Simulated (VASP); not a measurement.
Data:

```
Li2Se
1.0
    0.00000     3.01006     3.01006
    3.01006     0.00000     3.01006
    3.01006     3.01006     0.00000
Li Se
2 1
Direct
  0.25000   0.25000   0.25000
  0.75000   0.75000   0.75000
  0.00000   0.00000   0.00000
```

Method: r2SCAN+rVV10, VASP's PBE PAW potentials (set 64) (plane waves; VASP). Numerical set-up: 520 eV cut-off, 7×7×7 Γ-centred mesh, Gaussian smearing of 0.050 eV, potentials Li_sv Se.

Question: Estimate the energy per atom (σ→0), pressure.

Answer: 
The energy per atom (σ→0) is -7.696 eV/atom and the pressure comes out as -1.19 GPa.

The compound is Li2Se in the antifluorite structure. This cell is one point of a volume scan, at 1.03 of the reference volume.
